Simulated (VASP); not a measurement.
Given:

```
CELL_PARAMETERS angstrom
     -2.32398     2.32398     5.47959
      2.32398    -2.32398     5.47959
      2.32398     2.32398    -5.47959
ATOMIC_POSITIONS crystal
  Tl 0.75000 0.25000 0.50000
  Tl 0.25000 0.75000 0.50000
  Tl 0.50000 0.50000 0.00000
  Br 0.00000 0.00000 0.00000
```

Level of theory: PBEsol GGA, VASP's PBE PAW potentials (set 64) (plane waves; VASP 6.6.1). Numerical set-up: 400 eV cut-off, Gaussian smearing of 0.050 eV, potentials Tl_d Br.

Task: Give the energies of bands 17 to 26 at the high-symmetry points, in eV from the Fermi level.

Result: 
```
band      Γ      X      P      N      M      S      R
----  -----  -----  -----  -----  -----  -----  -----
17    -8.71  -6.54  -6.26  -7.98  -8.78  -7.65  -6.46
18    -4.75  -6.09  -6.26  -6.77  -6.36  -7.51  -6.41
19    -4.66  -5.65  -6.14  -5.74  -4.21  -5.28  -6.26
20    -3.97  -5.12  -4.18  -3.56  -4.21  -3.63  -4.56
21    -3.97  -4.42  -4.18  -3.20  -3.26  -3.31  -3.93
22    -3.17  -3.48  -4.15  -2.31  -2.89  -2.40  -3.46
23    -0.20  -1.56  -2.52  -0.87   0.45   0.38  -1.21
24     0.06  -1.15  -0.11   1.17   0.45   0.93  -1.10
25     0.06   1.34   1.69   2.10   1.97   1.11   1.45
26     2.14   1.91   1.69   2.70   3.42   2.29   1.64
```

It has no gap at this level: it comes out as a metal or semimetal.

The structure comes from a computed database's Tl3Br entry (I4/mmm); how it stands against other phases isn't given here. It was relaxed first, which changed the volume by -11 %.
